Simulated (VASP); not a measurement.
Level of theory: PBE GGA, VASP's PBE PAW potentials (set 64) (plane waves; VASP 6.6.1).

The input files of a VASP run:

INCAR:
```
ISMEAR  =  1   ! Methfessel-Paxton
SIGMA  =  0.1   ! width (eV)
PREC  =  Accurate
GGA  =  PE   ! PBE
LORBIT  =  10
ENCUT  =  400
LWAVE  =  .False.
ALGO  =  Normal   ! blocked Davidson
LREAL  =  .False.   ! projection in real space or not
LMAXMIX  =  4   ! l cut-off of mixed one-centre charges
ISPIN  =  2   ! spin-polarised
SYSTEM  =  CoGe
EDIFF  =  1E-6   ! SCF stop (eV)
MAGMOM  =  3.0 0.0
LASPH  =  .True.
ISIF  =  2   ! forces and stress, cell fixed
LCHARG  =  .False.
NELM  =  100   ! most electronic steps
```

POSCAR:
```
CoGe
1
    2.8699690000     0.0000000000     0.0000000000
    0.0000000000     2.8699690000     0.0000000000
    0.0000000000     0.0000000000     2.8699690000
Co Ge
1 1
Direct
  0.0000000000   0.0000000000   0.0000000000
  0.5000000000   0.5000000000   0.5000000000
```

### KPOINTS
```
Automatic mesh
0
Gamma
  1 1 1
0 0 0
```

POTCAR, in this order: Co Ge_d (PBE.64 set). Program: vasp_std.

The run wrote:

OSZICAR:
```
       N       E                     dE             d eps       ncg     rms          rms(c)
DAV:   1     0.132603518637E+03    0.13260E+03   -0.10201E+04    76   0.307E+03
DAV:   2     0.114368382175E+02   -0.12117E+03   -0.11725E+03    68   0.463E+02
DAV:   3    -0.237060964250E+01   -0.13807E+02   -0.13697E+02    70   0.115E+02
DAV:   4    -0.264452206924E+01   -0.27391E+00   -0.25977E+00    68   0.176E+01
DAV:   5    -0.265192212632E+01   -0.74001E-02   -0.73775E-02    94   0.255E+00    0.187E+01
DAV:   6    -0.137346594299E+02   -0.11083E+02   -0.12361E+02    77   0.600E+01    0.412E+01
DAV:   7    -0.312374970779E+01    0.10611E+02   -0.84589E+01    69   0.368E+01    0.909E+00
DAV:   8    -0.269360285745E+01    0.43015E+00   -0.28756E-01    68   0.796E+00    0.616E+00
DAV:   9    -0.239731006753E+01    0.29629E+00   -0.22225E+00   102   0.912E+00    0.160E+01
DAV:  10    -0.319903009033E+01   -0.80172E+00   -0.71696E-01    77   0.589E+00    0.153E+01
DAV:  11    -0.337157909859E+01   -0.17255E+00   -0.69625E-01    77   0.101E+01    0.813E+00
DAV:  12    -0.312216451757E+01    0.24941E+00   -0.68178E-02    69   0.292E+00    0.873E+00
DAV:  13    -0.295264813502E+01    0.16952E+00   -0.93040E-02   102   0.498E+00    0.107E+01
DAV:  14    -0.277871676309E+01    0.17393E+00   -0.11881E-01   101   0.562E+00    0.113E+01
DAV:  15    -0.261499589656E+01    0.16372E+00   -0.44409E-02    94   0.335E+00    0.151E+00
DAV:  16    -0.262751946013E+01   -0.12524E-01   -0.38362E-03    77   0.926E-01    0.303E+00
DAV:  17    -0.262722158523E+01    0.29787E-03   -0.32810E-03    94   0.893E-01    0.337E+00
DAV:  18    -0.262585847858E+01    0.13631E-02   -0.31074E-03   102   0.857E-01    0.249E+00
DAV:  19    -0.262533116143E+01    0.52732E-03   -0.18209E-03    94   0.657E-01    0.218E+00
DAV:  20    -0.262396982716E+01    0.13613E-02   -0.11470E-03    86   0.512E-01    0.708E-01
DAV:  21    -0.262419041674E+01   -0.22059E-03   -0.17918E-04    94   0.197E-01    0.639E-01
DAV:  22    -0.262402047918E+01    0.16994E-03   -0.65802E-05    86   0.123E-01    0.185E-02
DAV:  23    -0.262405868823E+01   -0.38209E-04   -0.55022E-06    78   0.317E-02    0.158E-01
DAV:  24    -0.262404669231E+01    0.11996E-04   -0.56896E-07    34   0.133E-02    0.187E-02
DAV:  25    -0.262405027304E+01   -0.35807E-05   -0.57941E-07    42   0.114E-02    0.606E-03
DAV:  26    -0.262405093326E+01   -0.66021E-06   -0.26122E-07    34   0.588E-03
   1 F= -.26240509E+01 E0= -.25991640E+01  d E =-.746608E-01  mag=     3.0356
```

File OUTCAR:
```
------------------------ aborting loop because EDIFF is reached ----------------------------------------
  FORCE on cell =-STRESS in cart. coord.  units (eV):
  Direction    XX          YY          ZZ          XY          YZ          ZX
  --------------------------------------------------------------------------------------
  Total        6.8732977      6.8732977      6.8732977     -0.0000000      0.0000000      0.0000000
  in kB      465.8478776    465.8478776    465.8478776     -0.0000000      0.0000000      0.0000000
  external PRESSURE =     465.8478776 kB  Pullay stress =       0.0000000 kB
  volume of cell :       23.64
      direct lattice vectors                 reciprocal lattice vectors
     2.869969000  0.000000000  0.000000000     0.348435819  0.000000000  0.000000000
     0.000000000  2.869969000  0.000000000     0.000000000  0.348435819  0.000000000
     0.000000000  0.000000000  2.869969000     0.000000000  0.000000000  0.348435819
 POSITION                                       TOTAL-FORCE (eV/Angst)
 -----------------------------------------------------------------------------------
      0.00000      0.00000      0.00000         0.000000      0.000000      0.000000
      1.43498      1.43498      1.43498         0.000000      0.000000      0.000000
 -----------------------------------------------------------------------------------
    total drift:                               -0.000000      0.000000      0.000000
  FREE ENERGIE OF THE ION-ELECTRON SYSTEM (eV)
  ---------------------------------------------------
  free  energy   TOTEN  =        -2.6240509333 eV

  energy  without entropy=       -2.5493901206  energy(sigma->0) =       -2.59916400

 total charge

# of ion       s       p       d       tot
------------------------------------------
    1        0.393   0.351   7.942   8.686
    2        0.995   1.119  10.262  12.375
--------------------------------------------------
tot          1.387   1.470  18.204  21.061

 magnetization (x)

# of ion       s       p       d       tot
------------------------------------------
    1       -0.006   0.351   0.947   1.292
    2        0.026   1.119   0.040   1.185
--------------------------------------------------
tot          0.019   1.470   0.988   2.477
```
(Selected blocks of OUTCAR.)

**OUTCAR**
```
 val. band max:       12.9945531430   @ k =   0.0000   0.0000   0.0000

 cond. band min:      15.1367256599   @ k =   0.0000   0.0000   0.0000


 Fermi energy:        13.0140033882

 spin component 1

 k-point     1 :       0.0000    0.0000    0.0000
  band No.  band energies     occupation
      1     -14.8863      1.00000
      2     -14.8863      1.00000
      3     -14.7564      1.00000
      4     -14.7564      1.00000
      5     -14.7564      1.00000
      6      -4.0021      1.00000
      7       9.3975      1.00000
      8       9.3975      1.00000
      9      11.6265      1.00000
     10      11.6265      1.00000
     11      11.6266      1.00000
     12      12.9932      0.67205
     13      12.9932      0.67205
     14      12.9932      0.67204
     15      20.6827      0.00000
     16      20.7444      0.00000
     17      20.7444      0.00000

 Fermi energy:        13.0140033882

 spin component 2

 k-point     1 :       0.0000    0.0000    0.0000
  band No.  band energies     occupation
      1     -14.6543      1.00000
      2     -14.6543      1.00000
      3     -14.4711      1.00000
      4     -14.4711      1.00000
      5     -14.4711      1.00000
      6      -2.3583      1.00000
      7       9.9626      1.00000
      8       9.9626      1.00000
      9      12.9945      0.66146
     10      12.9946      0.66120
     11      12.9946      0.66120
     12      15.1367      0.00000
     13      15.1367      0.00000
     14      15.1367      0.00000
     15      21.4427      0.00000
     16      21.6124      0.00000
     17      21.6125      0.00000
```

The structure was generated: CoGe was put into the CsCl type (Pm-3m), which need not be its known phase. The cell was not relaxed at this level. The k-mesh is coarse (spacing up to 2.19 per Å, 2π included), so the numbers may not be converged in it. The run is one of a series of settings (KPOINTS 1×1×1 Γ-centred mesh against the base run), some of them coarse on purpose.
